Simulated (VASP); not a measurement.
Input:

```xyz
6
Lattice="1.5772 -2.7318 0.0000 1.5772 2.7318 0.0000 0.0000 0.0000 13.6647" Properties=species:S:1:pos:R:3 pbc="T T T"
W      1.5772     0.9106     3.4162
W      1.5772    -0.9106    10.2486
S      1.5772     0.9106    11.8043
S      1.5772    -0.9106     4.9719
S      1.5772    -0.9106     1.8604
S      1.5772     0.9106     8.6928
```

Method: PBE GGA, VASP's PBE PAW potentials (set 64) (plane waves; VASP). Settings: 520 eV cut-off, 8×8×2 Γ-centred mesh, Gaussian smearing of 0.050 eV, potentials W_sv S.

Without a dispersion term in the relaxation, distances and binding between the weakly bound layers, chains or molecules are unreliable, and so is what depends on them.

Task: The ions and cell shape at fixed volume are relaxed. Which structure does the run end with?

Result: 
```xyz
6
Lattice="1.5918 -2.7570 0.0000 1.5918 2.7570 0.0000 0.0000 0.0000 13.4158" Properties=species:S:1:pos:R:3 pbc="T T T"
W      1.5918     0.9190     3.3540
W      1.5918    -0.9190    10.0619
S      1.5918     0.9190    11.6334
S      1.5918    -0.9190     4.9255
S      1.5918    -0.9190     1.7824
S      1.5918     0.9190     8.4903
```
Space group P6_3/mmc (194), at a tolerance of 0.03 Å.

Task: How much energy does the relaxation gain?

Result: The energy (σ→0) changes by -7.5 meV/atom, in 8 ionic steps.

The compound is WS2 in the 2H layered structure. This cell is one point of a volume scan, at 0.97 of the reference volume. Symmetry was kept, so distortions that lower it aren't found.
